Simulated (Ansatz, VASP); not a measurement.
# Li3ClO: VASP beside Ansatz, part 2 of 2

Wanted: the spread between two codes on one cell, functional and k mesh. The cell is taken from a series of runs on this material, whose earlier steps may have relaxed, scaled, displaced or heated it; both programs get it as it stands.

VASP 6.6.1 and Ansatz 0.2.0.

So far: The structure; Ansatz: dielectric response, PBEsol.

## (3) VASP: dielectric response, PBEsol

Level of this step: PBEsol; plane waves and PAW (Li_sv, Cl, O) (VASP).

The same cell, functional and mesh now go to VASP, with its own data sets.

Lines of VASP's logs that name or quote its potential files are left out, and so is its time.

INCAR reads:

```
SYSTEM = Li3ClO
PREC = Accurate
ENCUT = 650
EDIFF = 1E-08
NELM = 120
ISMEAR = 0
SIGMA = 0.01
LREAL = .FALSE.
ALGO = Normal
GGA = PS
NBANDS = 17
LORBIT = 11
LWAVE = .FALSE.
LCHARG = .FALSE.
ISIF = 2
LEPSILON = .TRUE.
LASPH = .TRUE.
GGA_COMPAT = .FALSE.
KPAR = 2
```

POSCAR reads:

```
Li3ClO
1.0
    3.9083370000      0.0000000000      0.0000000000
    0.0000000000      3.9083370000      0.0000000000
    0.0000000000      0.0000000000      3.9083370000
Li Cl O
3 1 1
Direct
    0.0000000000      0.5000000000      0.5000000000
    0.5000000000      0.0000000000      0.5000000000
    0.5000000000      0.5000000000      0.0000000000
    0.0000000000      0.0000000000      0.0000000000
    0.5000000000      0.5000000000      0.5000000000
```

KPOINTS reads:

```
Automatic mesh
0
Gamma
6 6 6
0 0 0
```

PAW data sets: Li_sv, Cl and O (PBE family, release 64).

Run with:

```sh
mpirun -np 2 vasp_std
```

Numbers of over 12 decimals in the logs are rounded to 6 here.

What it wrote:

```text
[banner, memory and clock lines left out]
running    2 mpi-ranks, on    1 nodes
 distrk:  each k-point on    1 cores,    2 groups
 distr:  one band on    1 cores,    1 groups

 POSCAR found type information on POSCAR LiClO
 POSCAR found :  3 types and       5 ions
|                                                                             |
|               ----> ADVICE to this user running VASP <----                  |
|                                                                             |
|     You enforced a specific xc type in the INCAR file but a different       |
|     [... a line on the potential file left out ...]
|     I HOPE YOU KNOW WHAT YOU ARE DOING!                                     |
|                                                                             |

 LDA part: xc-table for (Slater+PW92), standard interpolation
 POSCAR, INCAR and KPOINTS ok, starting setup
 FFT: planning ... GRIDC
 FFT: planning ... GRID_SOFT
 FFT: planning ... GRID
 WAVECAR not read
 entering main loop
       N       E                     dE             d eps       ncg     rms          rms(c)
DAV:   1     0.143026612953E+03    0.14303E+03   -0.11883E+04   680   0.156E+03
DAV:   2    -0.103728398650E+02   -0.15340E+03   -0.14755E+03   864   0.342E+02
DAV:   3    -0.254797536638E+02   -0.15107E+02   -0.15041E+02  1307   0.782E+01
DAV:   4    -0.260023559212E+02   -0.52260E+00   -0.52212E+00   922   0.161E+01
DAV:   5    -0.260180904556E+02   -0.15735E-01   -0.15733E-01  1088   0.232E+00    0.959E+00
DAV:   6    -0.224670671005E+02    0.35510E+01   -0.11777E+01   746   0.220E+01    0.392E+00
DAV:   7    -0.224040697351E+02    0.62997E-01   -0.11182E+00   937   0.550E+00    0.287E+00
DAV:   8    -0.223211899594E+02    0.82880E-01   -0.34328E-01   685   0.399E+00    0.750E-01
DAV:   9    -0.223054965012E+02    0.15693E-01   -0.11208E-01   854   0.173E+00    0.272E-01
DAV:  10    -0.223066601977E+02   -0.11637E-02   -0.10936E-02   841   0.618E-01    0.988E-02
DAV:  11    -0.223064039127E+02    0.25628E-03   -0.22856E-03   873   0.288E-01    0.128E-02
DAV:  12    -0.223064277315E+02   -0.23819E-04   -0.19902E-04   807   0.913E-02    0.174E-02
DAV:  13    -0.223064230379E+02    0.46937E-05   -0.21902E-05   899   0.272E-02    0.106E-02
DAV:  14    -0.223064227985E+02    0.23932E-06   -0.55395E-06   791   0.130E-02    0.114E-03
DAV:  15    -0.223064227784E+02    0.20161E-07   -0.51283E-07   822   0.428E-03    0.910E-04
DAV:  16    -0.223064227814E+02   -0.29831E-08   -0.16339E-08   584   0.854E-04
   1 F= -.22306423E+02 E0= -.22306423E+02  d E =-.157957-142
 Linear response reoptimize wavefunctions to high precision
DAV:   1    -0.223064227938E+02   -0.12478E-07   -0.24745E-08   792   0.801E-04
DAV:   2    -0.223064227939E+02   -0.91404E-10   -0.10600E-09   420   0.225E-04
DAV:   3    -0.223064227940E+02   -0.45702E-10   -0.10974E-10   397   0.711E-05
 Linear response G [H, r] |phi>, progress :
  Direction:   1
       N       E                     dE             d eps       ncg     rms
RMM:   1    -0.559548321558E+02   -0.55955E+02    0.63594E+02   917   0.298E+02
RMM:   2    -0.719499128853E+02   -0.15995E+02   -0.40295E+01  1332   0.388E+01
RMM:   3    -0.731221978322E+02   -0.11723E+01   -0.75430E+00  1539   0.137E+01
RMM:   4    -0.733799987069E+02   -0.25780E+00   -0.16776E+00  1628   0.583E+00
RMM:   5    -0.734290349315E+02   -0.49036E-01   -0.32325E-01  1655   0.197E+00
RMM:   6    -0.734355980439E+02   -0.65631E-02   -0.76331E-02  1715   0.864E-01
RMM:   7    -0.734370568507E+02   -0.14588E-02   -0.18334E-02  1699   0.354E-01
RMM:   8    -0.734374994650E+02   -0.44261E-03   -0.17761E-02  1687   0.165E-01
RMM:   9    -0.734376350308E+02   -0.13557E-03   -0.46075E-03  1699   0.793E-02
RMM:  10    -0.734376817635E+02   -0.46733E-04    0.37996E-03  1682   0.427E-02
RMM:  11    -0.734376934428E+02   -0.11679E-04    0.15684E-04  1641   0.230E-02
RMM:  12    -0.734376954766E+02   -0.20338E-05    0.12300E-03  1560   0.132E-02
RMM:  13    -0.734376976849E+02   -0.22082E-05    0.28045E-04  1458   0.753E-03
RMM:  14    -0.734376978646E+02   -0.17975E-06    0.56551E-04  1393   0.447E-03
RMM:  15    -0.734376982506E+02   -0.38600E-06    0.80077E-05  1349   0.265E-03
RMM:  16    -0.734376981444E+02    0.10619E-06    0.19164E-04  1306   0.160E-03
RMM:  17    -0.734376983239E+02   -0.17944E-06    0.35772E-05  1271   0.988E-04
RMM:  18    -0.734376983073E+02    0.16568E-07    0.43403E-05  1253   0.635E-04
RMM:  19    -0.734376982162E+02    0.91116E-07    0.16993E-05  1204   0.428E-04
RMM:  20    -0.734376982302E+02   -0.14008E-07    0.18895E-05  1146   0.301E-04
RMM:  21    -0.734376982844E+02   -0.54205E-07    0.31072E-06  1088   0.229E-04
RMM:  22    -0.734376983217E+02   -0.37273E-07    0.93429E-06  1063   0.184E-04
RMM:  23    -0.734376983229E+02   -0.12422E-08   -0.15960E-07  1034   0.159E-04
[...]
RMM:  10    -0.381263552927E+00   -0.13588E-06   -0.15877E-05  1463   0.223E-03
RMM:  11    -0.381263575546E+00   -0.22619E-07   -0.13554E-05  1268   0.125E-03
RMM:  12    -0.381263587170E+00   -0.11624E-07   -0.27606E-06  1172   0.671E-04
RMM:  13    -0.381263591978E+00   -0.48077E-08   -0.39394E-06  1109   0.397E-04
RMM:  14    -0.381263593039E+00   -0.10606E-08   -0.10050E-06  1054   0.228E-04
RMM:  15    -0.381263593664E+00   -0.62521E-09   -0.10879E-06  1009   0.147E-04
[...]
RMM:   5    -0.400883683806E+00   -0.14274E-01   -0.55041E-03  2830   0.442E-01    0.279E-02
RMM:   6    -0.401738794728E+00   -0.85511E-03   -0.19705E-03  2987   0.176E-01    0.155E-02
RMM:   7    -0.402491866870E+00   -0.75307E-03   -0.59931E-04  3039   0.899E-02    0.733E-03
RMM:   8    -0.402536539360E+00   -0.44672E-04   -0.31369E-04  3115   0.424E-02    0.463E-03
RMM:   9    -0.402602043147E+00   -0.65504E-04   -0.25690E-04  3137   0.245E-02    0.144E-03
RMM:  10    -0.402624917182E+00   -0.22874E-04   -0.19303E-04  3223   0.147E-02    0.849E-04
RMM:  11    -0.402636707245E+00   -0.11790E-04   -0.14832E-04  3305   0.880E-03    0.911E-04
RMM:  12    -0.402640169740E+00   -0.34625E-05   -0.11280E-04  2963   0.644E-03    0.125E-03
RMM:  13    -0.402646874869E+00   -0.67051E-05   -0.78077E-05  3089   0.407E-03    0.168E-03
RMM:  14    -0.402658587802E+00   -0.11713E-04   -0.19598E-05  2819   0.541E-03    0.118E-03
[...]
RMM:  18    -0.402694482640E+00   -0.86905E-06   -0.17220E-06  2808   0.688E-04    0.162E-03
RMM:  19    -0.402686150420E+00    0.83322E-05   -0.12830E-06  3052   0.176E-03    0.624E-04
RMM:  20    -0.402680796164E+00    0.53543E-05    0.47116E-07  2823   0.868E-04    0.204E-04
RMM:  21    -0.402679360030E+00    0.14361E-05    0.12488E-06  2953   0.303E-04    0.110E-04
RMM:  22    -0.402678648358E+00    0.71167E-06   -0.14899E-07  2692   0.143E-04    0.653E-05
RMM:  23    -0.402678753983E+00   -0.10562E-06   -0.48325E-08  1775   0.659E-05    0.607E-05
RMM:  24    -0.402678685802E+00    0.68181E-07   -0.95293E-09  2161   0.739E-05    0.308E-05
RMM:  25    -0.402678399402E+00    0.28640E-06   -0.34989E-09  2021   0.760E-05    0.732E-06
 change of polarisation eV/A/(eV/A) component  1 :     0.727    -0.024     0.061
 dielectric tensor                  component  1 :     3.203    -0.073     0.183
 Linear response to external field, progress :
  Direction:   2
       N       E                     dE             d eps       ncg     rms          rms(c)
RMM:   1    -0.367851855199E+00   -0.36785E+00   -0.14135E+00  2795   0.396E+00
RMM:   2    -0.390506391852E+00   -0.22655E-01   -0.57234E-02  2834   0.112E+00    0.119E+00
RMM:   3    -0.371653236534E+00    0.18853E-01   -0.50347E-02  2680   0.109E+00    0.622E-01
RMM:   4    -0.386609391067E+00   -0.14956E-01   -0.26149E-02  2755   0.864E-01    0.213E-01
RMM:   5    -0.400882764735E+00   -0.14273E-01   -0.55036E-03  2823   0.442E-01    0.279E-02
RMM:   6    -0.401739388792E+00   -0.85662E-03   -0.19708E-03  2992   0.176E-01    0.155E-02
RMM:   7    -0.402491767848E+00   -0.75238E-03   -0.61764E-04  3029   0.899E-02    0.724E-03
RMM:   8    -0.402536841272E+00   -0.45073E-04   -0.34082E-04  3107   0.422E-02    0.459E-03
RMM:   9    -0.402602237126E+00   -0.65396E-04   -0.25978E-04  3120   0.244E-02    0.147E-03
RMM:  10    -0.402625544013E+00   -0.23307E-04   -0.18987E-04  3214   0.146E-02    0.869E-04
RMM:  11    -0.402636890824E+00   -0.11347E-04   -0.14769E-04  3290   0.883E-03    0.873E-04
RMM:  12    -0.402639355416E+00   -0.24646E-05   -0.10937E-04  2998   0.642E-03    0.124E-03
RMM:  13    -0.402652302485E+00   -0.12947E-04   -0.76927E-05  2925   0.507E-03    0.707E-04
RMM:  14    -0.402697334950E+00   -0.45032E-04   -0.21511E-05  2840   0.571E-03    0.148E-03
RMM:  15    -0.402683547722E+00    0.13787E-04   -0.11937E-05  2914   0.199E-03    0.102E-03
RMM:  16    -0.402683980323E+00   -0.43260E-06   -0.48349E-06  3087   0.103E-03    0.793E-04
RMM:  17    -0.402680500116E+00    0.34802E-05   -0.25793E-06  2845   0.104E-03    0.355E-04
RMM:  18    -0.402679376475E+00    0.11236E-05   -0.19333E-06  3012   0.464E-04    0.241E-04
RMM:  19    -0.402679037576E+00    0.33890E-06   -0.98402E-07  2799   0.323E-04    0.924E-05
RMM:  20    -0.402678464595E+00    0.57298E-06   -0.67240E-07  2761   0.205E-04    0.187E-05
RMM:  21    -0.402678345061E+00    0.11953E-06   -0.18955E-07  1927   0.958E-05    0.967E-06
 change of polarisation eV/A/(eV/A) component  2 :    -0.024     0.727     0.061
 dielectric tensor                  component  2 :    -0.073     3.203     0.184
 Linear response to external field, progress :
  Direction:   3
       N       E                     dE             d eps       ncg     rms          rms(c)
RMM:   1    -0.367753346578E+00   -0.36775E+00   -0.14125E+00  2783   0.395E+00
RMM:   2    -0.390451100893E+00   -0.22698E-01   -0.56262E-02  2818   0.111E+00    0.119E+00
RMM:   3    -0.371630036635E+00    0.18821E-01   -0.49886E-02  2664   0.108E+00    0.622E-01
RMM:   4    -0.386611176772E+00   -0.14981E-01   -0.26024E-02  2737   0.863E-01    0.213E-01
RMM:   5    -0.400872662111E+00   -0.14261E-01   -0.54336E-03  2810   0.440E-01    0.279E-02
RMM:   6    -0.401740420217E+00   -0.86776E-03   -0.19620E-03  2981   0.174E-01    0.155E-02
RMM:   7    -0.402492195412E+00   -0.75178E-03   -0.60308E-04  3014   0.888E-02    0.723E-03
RMM:   8    -0.402534859834E+00   -0.42664E-04   -0.37143E-04  3106   0.419E-02    0.458E-03
RMM:   9    -0.402600671899E+00   -0.65812E-04   -0.33091E-04  3119   0.242E-02    0.146E-03
RMM:  10    -0.402624610504E+00   -0.23939E-04   -0.21917E-04  3195   0.146E-02    0.870E-04
RMM:  11    -0.402636424936E+00   -0.11814E-04   -0.17265E-04  3295   0.880E-03    0.879E-04
RMM:  12    -0.402638109668E+00   -0.16847E-05   -0.12035E-04  2987   0.649E-03    0.131E-03
RMM:  13    -0.402653898037E+00   -0.15788E-04   -0.85786E-05  2877   0.551E-03    0.642E-04
RMM:  14    -0.402692770339E+00   -0.38872E-04   -0.25425E-05  2873   0.493E-03    0.128E-03
RMM:  15    -0.402684049642E+00    0.87207E-05   -0.17895E-05  3001   0.165E-03    0.969E-04
RMM:  16    -0.402684770085E+00   -0.72044E-06   -0.50835E-06  2976   0.901E-04    0.753E-04
RMM:  17    -0.402681439710E+00    0.33304E-05   -0.34345E-06  2854   0.921E-04    0.369E-04
RMM:  18    -0.402679680760E+00    0.17590E-05   -0.24587E-06  2942   0.482E-04    0.230E-04
RMM:  19    -0.402679034920E+00    0.64584E-06   -0.11677E-06  2781   0.349E-04    0.566E-05
RMM:  20    -0.402678520927E+00    0.51399E-06   -0.45857E-07  2538   0.169E-04    0.320E-05
RMM:  21    -0.402678515071E+00    0.58564E-08   -0.40402E-07  1678   0.888E-05    0.252E-05
RMM:  22    -0.402678232502E+00    0.28257E-06   -0.15255E-07  2109   0.891E-05    0.329E-06
 change of polarisation eV/A/(eV/A) component  3 :     0.017     0.019     0.727
 dielectric tensor                  component  3 :     0.052     0.058     3.203
 Born effective charges drift removed
```

From OUTCAR (step 3):

```text
ion  position               nearest neighbor table
   1  0.000  0.500  0.500-   5 1.95   5 1.95
   2  0.500  0.000  0.500-   5 1.95   5 1.95
   3  0.500  0.500  0.000-   5 1.95   5 1.95
   4  0.000  0.000  0.000-
   5  0.500  0.500  0.500-   1 1.95   2 1.95   3 1.95   3 1.95   2 1.95   1 1.95

  LATTYP: Found a simple cubic cell.
 ALAT       =     3.9083370000

 Subroutine GETGRP returns: Found 48 space group operations
 (whereof 48 operations were pure point group operations)

The static configuration has the point symmetry O_h .

 Found     20 irreducible k-points:

   k-points           NKPTS =     20   k-points in BZ     NKDIM =     20   number of bands    NBANDS=     17

   dimension x,y,z NGX =    32 NGY =   32 NGZ =   32
   dimension x,y,z NGXF=    64 NGYF=   64 NGZF=   64

   ENCUT  =  650.0 eV  47.77 Ry    6.91 a.u.   8.12  8.12  8.12*2*pi/ulx,y,z

   NELECT =      22.0000    total number of electrons

 k-points in reciprocal lattice and weights: Automatic mesh
   0.00000000  0.00000000  0.00000000       0.005
   0.16666667  0.00000000  0.00000000       0.028
   0.33333333  0.00000000  0.00000000       0.028
   0.50000000  0.00000000  0.00000000       0.014
   0.16666667  0.16666667  0.00000000       0.056
   0.33333333  0.16666667  0.00000000       0.111
   0.50000000  0.16666667  0.00000000       0.056
   0.33333333  0.33333333  0.00000000       0.056
   0.50000000  0.33333333  0.00000000       0.056
[...]
0.50000000  0.50000000  0.33333333       0.028
   0.50000000  0.50000000  0.50000000       0.005

 average (electrostatic) potential at core
       1 -60.4850       2 -60.4850       3 -60.4850       4 -93.3192       5 -70.2740

  Total       -1.0449004     -1.0449004     -1.0449004      0.0000000      0.0000000      0.0000000
  in kB      -28.0420300    -28.0420300    -28.0420300      0.0000000      0.0000000      0.0000000
  external PRESSURE =     -28.0420300 kB  Pullay stress =       0.0000000 kB

  energy-cutoff  :      650.00
  volume of cell :       59.70
      direct lattice vectors                 reciprocal lattice vectors
     3.908337000  0.000000000  0.000000000     0.255863299  0.000000000  0.000000000
     0.000000000  3.908337000  0.000000000     0.000000000  0.255863299  0.000000000
     0.000000000  0.000000000  3.908337000     0.000000000  0.000000000  0.255863299

 POSITION                                       TOTAL-FORCE (eV/Angst)
 -----------------------------------------------------------------------------------
      0.00000      1.95417      1.95417         0.000000      0.000000      0.000000
      1.95417      0.00000      1.95417         0.000000      0.000000      0.000000
      1.95417      1.95417      0.00000         0.000000      0.000000      0.000000
      0.00000      0.00000      0.00000         0.000000      0.000000      0.000000
      1.95417      1.95417      1.95417         0.000000      0.000000      0.000000
 -----------------------------------------------------------------------------------
    total drift:                                0.000000     -0.000000     -0.000000

 MACROSCOPIC STATIC DIELECTRIC TENSOR (including local field effects in DFT)
 ------------------------------------------------------
           3.203337    -0.000000     0.000000
           0.000000     3.203337    -0.000000
          -0.000000     0.000000     3.203337
 ------------------------------------------------------

 PIEZOELECTRIC TENSOR (including local field effects)  for field in x, y, z        (C/m^2)
          XX          YY          ZZ          XY          YZ          ZX
  --------------------------------------------------------------------------------
  x     0.00000     0.00000     0.00000     0.00000     0.00000     0.00000
  y     0.00000     0.00000     0.00000     0.00000     0.00000     0.00000
  z     0.00000     0.00000     0.00000     0.00000     0.00000     0.00000

 BORN EFFECTIVE CHARGES (including local field effects) (in |e|, cummulative output)
 ---------------------------------------------------------------------------------
 ion    1
    1     1.00998     0.00000    -0.00000
    2    -0.00000     1.13797    -0.00000
    3    -0.00000    -0.00000     1.13797
 ion    2
    1     1.13797     0.00000     0.00000
    2     0.00000     1.00998    -0.00000
    3    -0.00000     0.00000     1.13797
 ion    3
    1     1.13797    -0.00000     0.00000
    2    -0.00000     1.13797     0.00000
    3    -0.00000     0.00000     1.00998
 ion    4
    1    -1.28558    -0.00000    -0.00000
    2     0.00000    -1.28558     0.00000
    3    -0.00000    -0.00000    -1.28558
 ion    5
    1    -2.00033     0.00000    -0.00000
    2     0.00000    -2.00033     0.00000
    3     0.00000    -0.00000    -2.00033
```

## (4) Comparison

Known differences besides the potentials themselves: fixed occupations in Ansatz, narrow Gaussian smearing in VASP; VASP's response is taken on the typed mesh, Ansatz refines its own for the field response alone; the cutoff is 420 eV in Ansatz and 650 eV in VASP; Ansatz makes its cores anew for this functional, VASP keeps those of its PBE data sets. Total energies have different zeros and are not compared.

Compared:

```tsv
quantity	Ansatz	VASP	difference
ε∞ xx	3.19	3.20	-0.28 %
ε∞ yy	3.19	3.20	-0.28 %
ε∞ zz	3.19	3.20	-0.28 %
```

## (5) Results

| Quantity | Value |
| --- | --- |
| difference in ε∞ xx (dielectric response, PBEsol) | -0.28 % |

**Reading.** The difference in ε∞ xx is -0.28 % (dielectric response, PBEsol), within the 5 % picked in this series as the mark of a large difference. How closely two codes agree says nothing of how well the functional describes the real material.

[Lines on the potential files, build, host, timing and source positions are cut from VASP's logs without a mark.]

[Logs are printed without paths, hosts, clocks, repeated set-up lines and the standing remarks that a program may print on its own settings, such as how far it seeks lower states.]

[Hosts, paths, dates, database ids (printed as entryN), source tags and the programs' standing remarks are cut or masked in the printed files.]
